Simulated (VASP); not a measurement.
Sr:

```
CELL_PARAMETERS angstrom
0.00000 3.01082 3.01082
3.01082 0.00000 3.01082
3.01082 3.01082 0.00000
ATOMIC_POSITIONS crystal
Sr 0.00000 0.00000 0.00000
```

Base run:

- Program: VASP 6.6.1
- Functional: PBEsol
- Potentials or basis: VASP PAW PBE potentials, release 64 (Sr_sv)
- Cutoff: 300 eV
- k mesh: 12 × 12 × 12
- Occupations: methfessel-paxton, width 0.1 eV
- Spin: no spin polarisation

Its results: band gap on the k mesh none (metal or under the smearing width); pressure -0.7 GPa.

Task: The run is repeated on the same cell with these changes: functional from PBEsol to r2SCAN; cutoff from 300 eV to 450 eV. What comes out?

Result: Band gap on the k mesh none (metal or under the smearing width); pressure 0.4 GPa.

Caveats: the PAW data sets were made with another functional, which shifts forces and pressure a little.
